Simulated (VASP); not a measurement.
Au:

```
CELL_PARAMETERS angstrom
0.00000 2.05850 2.05850
2.05850 0.00000 2.05850
2.05850 2.05850 0.00000
ATOMIC_POSITIONS crystal
Au 0.00000 0.00000 0.00000
```

| Quantity | Value |
| --- | --- |
| Program | VASP 6.6.1 |
| Task | relaxation of cell and atoms |
| Functional | LDA |
| Potentials or basis | VASP PAW LDA potentials, release 64 (Au) |
| Cutoff | 600 eV |
| k mesh | 18 × 18 × 18 |
| Occupations | gaussian, width 0.1 eV |
| Spin | no spin polarisation |

At the start: pressure -8.0 GPa; volume 17.45 Å³/atom.

Task: How do energy, volume and symmetry change on relaxing?

Result: Over 4 steps the energy falls by 21.2 meV/atom and the volume is 16.64 Å³/atom (-4.6 %); space group Fm-3m (No. 225, to 0.05 Å).

The path:
| step | energy change (eV) | largest force (eV/Å) | pressure (GPa) | volume (Å³) |
| --- | --- | --- | --- | --- |
| 1 | 0.0000 | 0.0000 | -7.99 | 17.45 |
| 2 | 0.0520 | 0.0000 | 19.76 | 15.34 |
| 3 | -0.0212 | 0.0000 | -0.22 | 16.66 |
| 4 | -0.0212 | 0.0000 | -0.05 | 16.64 |

Final structure:
```
Au
1.0
     0.00000    2.02641    2.02641
     2.02641    0.00000    2.02641
     2.02641    2.02641    0.00000
Au
1
Direct
  0.00000 0.00000 0.00000
```
